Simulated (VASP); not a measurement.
Output of a VASP run:

OUTCAR:
```
 ion  position               nearest neighbor table
   1  0.000  0.000  0.000-   2 2.12   2 2.12   2 2.12   2 2.12   2 2.12   2 2.12
   2  0.500  0.500  0.500-   1 2.12   1 2.12   1 2.12   1 2.12   1 2.12   1 2.12
  LATTYP: Found a face centered cubic cell.
 ALAT       =     4.2400000000
 Subroutine PRICEL returns:
 Original cell was already a primitive cell.
 Subroutine GETGRP returns: Found 48 space group operations
The static configuration has the point symmetry O_h .
The dynamic configuration has the point symmetry O_h .
 Subroutine INISYM returns: Found 48 space group operations
 Subroutine IBZKPT returns following result:
 Found     84 irreducible k-points:

 Following reciprocal coordinates:
            Coordinates               Weight
  0.000000  0.000000  0.000000      1.000000
  0.076923  0.000000  0.000000      8.000000
  0.153846  0.000000  0.000000      8.000000
  0.230769  0.000000  0.000000      8.000000
  0.307692  0.000000  0.000000      8.000000
  0.384615  0.000000  0.000000      8.000000
  0.461538  0.000000  0.000000      8.000000
  0.076923  0.076923  0.000000      6.000000
  0.153846  0.076923  0.000000     24.000000
  0.230769  0.076923  0.000000     24.000000
  0.307692  0.076923  0.000000     24.000000
  0.384615  0.076923  0.000000     24.000000
  0.461538  0.076923  0.000000     24.000000
 -0.461538  0.076923  0.000000     24.000000
 -0.384615  0.076923  0.000000     24.000000
 -0.307692  0.076923  0.000000     24.000000
 -0.230769  0.076923  0.000000     24.000000
 -0.153846  0.076923  0.000000     24.000000
 -0.076923  0.076923  0.000000     12.000000
  0.153846  0.153846  0.000000      6.000000
  0.230769  0.153846  0.000000     24.000000
  0.307692  0.153846  0.000000     24.000000
  0.384615  0.153846  0.000000     24.000000
  0.461538  0.153846  0.000000     24.000000
 -0.461538  0.153846  0.000000     24.000000
 -0.384615  0.153846  0.000000     24.000000
 -0.307692  0.153846  0.000000     24.000000
 -0.230769  0.153846  0.000000     24.000000
 -0.153846  0.153846  0.000000     12.000000
  0.230769  0.230769  0.000000      6.000000
  0.307692  0.230769  0.000000     24.000000
  0.384615  0.230769  0.000000     24.000000
  0.461538  0.230769  0.000000     24.000000
 -0.461538  0.230769  0.000000     24.000000
 -0.384615  0.230769  0.000000     24.000000
 -0.307692  0.230769  0.000000     24.000000
 -0.230769  0.230769  0.000000     12.000000
  0.307692  0.307692  0.000000      6.000000
  0.384615  0.307692  0.000000     24.000000
  0.461538  0.307692  0.000000     24.000000
   k-points           NKPTS =     84   k-points in BZ     NKDIM =     84   number of bands    NBANDS=     12
   number of dos      NEDOS =    301   number of ions     NIONS =      2
   total plane-waves  NPLWV =  13824
   dimension x,y,z NGX =    24 NGY =   24 NGZ =   24
   dimension x,y,z NGXF=    48 NGYF=   48 NGZF=   48
   ions per type =               1   1
   PREC   = accura    normal or accurate (medium, high low for compatibility)
   ISTART =      0    job   : 0-new  1-cont  2-samecut
   ICHARG =      2    charge: 1-file 2-atom 10-const
   ISPIN  =      1    spin polarized calculation?
   LNONCOLLINEAR =      F non collinear calculations
   LSORBIT =      F    spin-orbit coupling
   INIWAV =      1    electr: 0-lowe 1-rand  2-diag
   ENCUT  =  520.0 eV  38.22 Ry    6.18 a.u.   5.57  5.57  5.57*2*pi/ulx,y,z
   NELM   =    100;   NELMIN=  2; NELMDL= -5     # of ELM steps
   EDIFF  = 0.1E-05   stopping-criterion for ELM
   LREAL  =      F    real-space projection
   NLSPLINE    = F    spline interpolate recip. space projectors
   LMAXMIX     =    4 max onsite mixed and CHGCAR
   VOSKOWN=      0    Vosko Wilk Nusair interpolation
   EDIFFG = -.1E-01   stopping-criterion for IOM
   NSW    =     60    number of steps for IOM
   NBLOCK =      1;   KBLOCK =     60    inner block; outer block
   IBRION =      2    ionic relax: 0-MD 1-quasi-New 2-CG
...
```

### OSZICAR
```
...
DAV:  14    -0.143980787363E+02    0.31213E-04   -0.12150E-04  2540   0.159E-01    0.438E-03
DAV:  15    -0.143980804083E+02   -0.16720E-05   -0.28942E-06  2120   0.215E-02    0.494E-03
DAV:  16    -0.143980816229E+02   -0.12147E-05   -0.12283E-06  1120   0.134E-02    0.275E-03
DAV:  17    -0.143980812194E+02    0.40355E-06   -0.33091E-07  1032   0.886E-03
   1 F= -.14398081E+02 E0= -.14397893E+02  d E =-.143981E+02
       N       E                     dE             d eps       ncg     rms          rms(c)
DAV:   1    -0.179991408174E+02   -0.36011E+01   -0.87607E+01  2152   0.156E+02    0.184E+01
DAV:   2    -0.153192303229E+02    0.26799E+01   -0.29048E+01  2560   0.728E+01    0.684E+00
DAV:   3    -0.142358403975E+02    0.10834E+01   -0.46955E+00  2364   0.203E+01    0.173E+00
DAV:   4    -0.142747694674E+02   -0.38929E-01   -0.57440E-01  2064   0.794E+00    0.849E-01
DAV:   5    -0.143217749847E+02   -0.47006E-01   -0.76893E-02  3092   0.181E+00    0.888E-01
DAV:   6    -0.143447278616E+02   -0.22953E-01   -0.17663E-02  2604   0.116E+00    0.536E-01
DAV:   7    -0.143621311295E+02   -0.17403E-01   -0.32088E-02  3152   0.890E-01    0.367E-01
DAV:   8    -0.143616051349E+02    0.52599E-03   -0.72940E-03  2428   0.861E-01    0.280E-02
DAV:   9    -0.143616166583E+02   -0.11523E-04   -0.21002E-04  2300   0.167E-01    0.144E-02
DAV:  10    -0.143616093219E+02    0.73364E-05   -0.52246E-06  2376   0.203E-02    0.121E-02
DAV:  11    -0.143616103907E+02   -0.10688E-05   -0.33169E-06  2068   0.250E-02    0.521E-03
DAV:  12    -0.143616089472E+02    0.14435E-05   -0.94942E-07  1236   0.849E-03    0.181E-03
DAV:  13    -0.143616088185E+02    0.12868E-06   -0.28296E-07  1020   0.573E-03
   2 F= -.14361609E+02 E0= -.14361532E+02  d E =0.364724E-01
       N       E                     dE             d eps       ncg     rms          rms(c)
DAV:   1    -0.155209604134E+02   -0.11594E+01   -0.26678E+01  2016   0.783E+01    0.917E+00
DAV:   2    -0.145547262734E+02    0.96623E+00   -0.33828E+00  2216   0.300E+01    0.270E+00
DAV:   3    -0.144428009829E+02    0.11193E+00   -0.67497E-01  2424   0.692E+00    0.110E+00
DAV:   4    -0.144353362261E+02    0.74648E-02   -0.22002E-01  2320   0.570E+00    0.693E-01
DAV:   5    -0.144481770590E+02   -0.12841E-01   -0.28575E-02  3068   0.184E+00    0.317E-01
DAV:   6    -0.144548131922E+02   -0.66361E-02   -0.11092E-02  2132   0.901E-01    0.352E-01
DAV:   7    -0.144568636065E+02   -0.20504E-02   -0.45252E-03  3092   0.786E-01    0.620E-02
DAV:   8    -0.144570544649E+02   -0.19086E-03   -0.34403E-04  2892   0.174E-01    0.790E-03
DAV:   9    -0.144570667414E+02   -0.12276E-04   -0.25878E-05  2568   0.397E-02    0.994E-03
DAV:  10    -0.144570663741E+02    0.36726E-06   -0.55634E-06  2112   0.220E-02
   3 F= -.14457066E+02 E0= -.14456926E+02  d E =-.589852E-01
       N       E                     dE             d eps       ncg     rms          rms(c)
DAV:   1    -0.144573406522E+02   -0.27391E-03   -0.62437E-03  2016   0.125E+00    0.145E-01
DAV:   2    -0.144571171953E+02    0.22346E-03   -0.97658E-04  2272   0.494E-01    0.432E-02
DAV:   3    -0.144570843395E+02    0.32856E-04   -0.19043E-04  2412   0.120E-01    0.184E-02
DAV:   4    -0.144570847877E+02   -0.44819E-06   -0.58195E-05  2228   0.933E-02    0.995E-03
DAV:   5    -0.144570878146E+02   -0.30269E-05   -0.67338E-06  2880   0.255E-02    0.610E-03
DAV:   6    -0.144570886140E+02   -0.79949E-06   -0.12542E-06  1148   0.979E-03
   4 F= -.14457089E+02 E0= -.14456947E+02  d E =-.590074E-01
```

**OUTCAR**
```
------------------------ aborting loop because EDIFF is reached ----------------------------------------
  FORCE on cell =-STRESS in cart. coord.  units (eV):
  Direction    XX          YY          ZZ          XY          YZ          ZX
  --------------------------------------------------------------------------------------
  Total       -0.0088123     -0.0088123     -0.0088123      0.0000000      0.0000000      0.0000000
  in kB       -0.6975206     -0.6975206     -0.6975206      0.0000000      0.0000000      0.0000000
  external PRESSURE =      -0.6975206 kB  Pullay stress =       0.0000000 kB
  volume of cell :       20.24
      direct lattice vectors                 reciprocal lattice vectors
    -0.000000000  2.163068124  2.163068124    -0.231153145  0.231153145  0.231153145
     2.163068124  0.000000000  2.163068124     0.231153145 -0.231153145  0.231153145
     2.163068124  2.163068124 -0.000000000     0.231153145  0.231153145 -0.231153145
 POSITION                                       TOTAL-FORCE (eV/Angst)
 -----------------------------------------------------------------------------------
      0.00000      0.00000      0.00000         0.000000      0.000000      0.000000
      2.16307      2.16307      2.16307        -0.000000     -0.000000     -0.000000
 -----------------------------------------------------------------------------------
    total drift:                                0.000000     -0.000000     -0.000000
  FREE ENERGIE OF THE ION-ELECTRON SYSTEM (eV)
  ---------------------------------------------------
  free  energy   TOTEN  =       -14.4570886140 eV

  energy  without entropy=      -14.4566651636  energy(sigma->0) =      -14.45694746

 reached required accuracy - stopping structural energy minimisation
```
(Selected blocks of OUTCAR.)

### POSCAR
```
TiN
1
    0.0000000000     2.1200000000     2.1200000000
    2.1200000000     0.0000000000     2.1200000000
    2.1200000000     2.1200000000     0.0000000000
Ti N
1 1
Direct
  0.0000000000   0.0000000000   0.0000000000
  0.5000000000   0.5000000000   0.5000000000
```

Q: Write an INCAR and KPOINTS that could have produced this output.

A: This is not unique; one that fits is the input of the run itself, vdW-DF2, plane waves, VASP's PBE PAW potentials (set 64).

**KPOINTS**
```
kpoints
0
Gamma
  13 13 13
0 0 0
```

### INCAR
```
SYSTEM = TiN
PREC = Accurate
ENCUT = 520
EDIFF = 1E-6
NELM = 100
ALGO = Normal
LREAL = .FALSE.
LASPH = .TRUE.
ISMEAR = 1
SIGMA = 0.1
GGA = ML
ZAB_VDW = -1.8867
LUSE_VDW = .TRUE.
AGGAC = 0.0
LMAXMIX = 4
LWAVE = .FALSE.
LCHARG = .FALSE.
IBRION = 2
ISIF = 3
NSW = 60
EDIFFG = -0.01
```

POTCAR, in this order: Ti_sv N (PBE.64 set). Program: vasp_std.

Energy and stress use the plane-wave basis of the starting cell.

The compound is TiN in the rock salt structure. This run relaxes it. Symmetry was kept, so distortions that lower it aren't found. The electron count is odd and the run is not spin-polarised, which forces a metal.
